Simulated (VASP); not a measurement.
Calculation: revPBE GGA, VASP's PBE PAW potentials (set 64) (plane waves; VASP).

The input files of a VASP run:

### POSCAR
```
AlN
1.0
  3.1107570000   0.0000000000   0.0000000000
 -1.5553790000   2.6939940000   0.0000000000
  0.0000000000   0.0000000000   4.9883630000
Al N
2 2
direct
  0.6666670000   0.3333330000   0.4992900000
  0.3333330000   0.6666670000   0.9992900000
  0.6666670000   0.3333330000   0.8807100000
  0.3333330000   0.6666670000   0.3807100000
```

**KPOINTS**
```
K-points
0
Gamma
  14 14 9
```

INCAR:
```
ALGO = Normal
EDIFF = 1E-09
ENCUT = 560
GGA = RE
ISIF = 2
ISMEAR = -1
LASPH = .True.
LCHARG = .False.
LREAL = .False.
LWAVE = .False.
NELM = 100
PREC = Accurate
SIGMA = 0.05
SYSTEM = AlN
```

POTCAR, in this order: Al N (PBE.64 set). Program: vasp_std.

Output

OSZICAR:
```
       N       E                     dE             d eps       ncg     rms          rms(c)
DAV:   1     0.570546500825E+02    0.57055E+02   -0.79319E+03  2880   0.126E+03
DAV:   2    -0.288869655011E+02   -0.85942E+02   -0.78943E+02  4192   0.235E+02
DAV:   3    -0.331603006049E+02   -0.42733E+01   -0.42530E+01  3788   0.566E+01
DAV:   4    -0.331966452532E+02   -0.36345E-01   -0.36337E-01  3280   0.602E+00
DAV:   5    -0.331971473619E+02   -0.50211E-03   -0.50209E-03  3676   0.721E-01    0.123E+01
DAV:   6    -0.285237925377E+02    0.46734E+01   -0.16450E+01  3504   0.319E+01    0.450E+00
DAV:   7    -0.285518770621E+02   -0.28085E-01   -0.65397E-01  3292   0.664E+00    0.300E+00
DAV:   8    -0.285595336201E+02   -0.76566E-02   -0.74135E-02  3332   0.302E+00    0.480E-01
DAV:   9    -0.285553163929E+02    0.42172E-02   -0.19388E-02  3724   0.106E+00    0.246E-01
DAV:  10    -0.285561322541E+02   -0.81586E-03   -0.33532E-03  3388   0.448E-01    0.145E-01
DAV:  11    -0.285560169563E+02    0.11530E-03   -0.39378E-04  3448   0.158E-01    0.332E-02
DAV:  12    -0.285560226912E+02   -0.57348E-05   -0.15101E-05  3096   0.407E-02    0.118E-02
DAV:  13    -0.285560223654E+02    0.32581E-06   -0.11111E-05  3520   0.258E-02    0.697E-03
DAV:  14    -0.285560223654E+02    0.77307E-11   -0.77482E-07  3452   0.801E-03    0.208E-03
DAV:  15    -0.285560224062E+02   -0.40836E-07   -0.10754E-07  3644   0.269E-03    0.263E-04
DAV:  16    -0.285560223938E+02    0.12414E-07   -0.29115E-09  2996   0.497E-04    0.936E-05
DAV:  17    -0.285560223923E+02    0.14696E-08   -0.43521E-10  1752   0.228E-04    0.260E-05
DAV:  18    -0.285560223920E+02    0.34197E-09   -0.16548E-10  1580   0.110E-04
   1 F= -.28556022E+02 E0= -.28556022E+02  d E =-.896325E-10
```

OUTCAR:
```
------------------------ aborting loop because EDIFF is reached ----------------------------------------
  FORCE on cell =-STRESS in cart. coord.  units (eV):
  Direction    XX          YY          ZZ          XY          YZ          ZX
  --------------------------------------------------------------------------------------
  Total        1.5627497      1.5627490      1.4653445     -0.0000003      0.0000000     -0.0000000
  in kB       59.8934383     59.8934122     56.1603182     -0.0000111      0.0000000     -0.0000000
  external PRESSURE =      58.6490562 kB  Pullay stress =       0.0000000 kB
  volume of cell :       41.80
      direct lattice vectors                 reciprocal lattice vectors
     3.110757000  0.000000000  0.000000000     0.321465161  0.185598097  0.000000000
    -1.555379000  2.693994000  0.000000000     0.000000000  0.371196075  0.000000000
     0.000000000  0.000000000  4.988363000     0.000000000  0.000000000  0.200466566
  FREE ENERGIE OF THE ION-ELECTRON SYSTEM (eV)
  ---------------------------------------------------
  free  energy   TOTEN  =       -28.5560223920 eV

  energy  without entropy=      -28.5560223919  energy(sigma->0) =      -28.55602239
```
(Selected blocks of OUTCAR.)

The structure comes from a computed database's AlN entry; how it stands against other phases isn't given here. The cell was not relaxed at this level. The run is one of a series of settings (EDIFF = 1E-09, ENCUT = 560, KPOINTS 14×14×9 Γ-centred mesh against the base run), some of them coarse on purpose.
